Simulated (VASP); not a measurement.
Here is the system:

```
NiO
1.0
    4.02065     2.00186     2.00186
    2.00186     4.02065     2.00186
    2.00186     2.00186     4.02065
Ni O
2 2
Direct
  0.00000   0.00000   0.00000
  0.50000   0.50000   0.50000
  0.25000   0.25000   0.25000
  0.75000   0.75000   0.75000
```
Starting moments (μB, in the order of the record's atoms Ni Ni O O): 1.4 -1.4 0.0 0.0.

Level of theory: PBE GGA, VASP's PBE PAW potentials (set 64) (plane waves; VASP). Run with 620 eV cut-off, 9×9×9 Γ-centred mesh, Gaussian smearing of 0.050 eV, potentials Ni O.

### Question
Predict the cell moment, energy per atom (σ→0), pressure.

### Answer

| Item | Value |
|---|---|
| cell moment | 0.00 μB |
| energy per atom (σ→0) | -5.785 eV/atom |
| pressure | 29.85 GPa |

### Question
Give the moment on each site (PAW-sphere projection).

### Answer

```csv
site,moment (μB)
Ni1,1.27
Ni2,-1.27
O3,0.00
O4,0.00
```

The absolute energy has meaning only against runs of the same code, potentials and settings.

The compound is NiO in the rock salt, AFM-II order structure. It was relaxed first under an external pressure of 30 GPa.
